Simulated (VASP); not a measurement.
Given:

```
TlBr
1.0
    4.00188     0.00000     0.00000
    0.00000     4.00188     0.00000
    0.00000     0.00000     4.00188
Tl Br
1 1
Direct
  0.00000   0.00000   0.00000
  0.50000   0.50000   0.50000
```

Calculation: PBE GGA with D4 dispersion, VASP's PBE PAW potentials (set 64) (plane waves; VASP). Settings: 520 eV cut-off, Gaussian smearing of 0.050 eV, potentials Tl_d Br.

Unless said otherwise, spin-orbit coupling is left out, though it shifts the bands of the heavy elements here.

Problem. Estimate the band gap (along the path) with the smallest direct gap where there is one.

Solution. 
```
Item                                   Result
------------------------------------  -------
band gap (along the path)             1.91 eV
smallest direct gap (along the path)  1.91 eV
```

Total energies compare only between runs with the same potentials, cut-off and functional.

The compound is TlBr in the CsCl type structure. It was relaxed first.
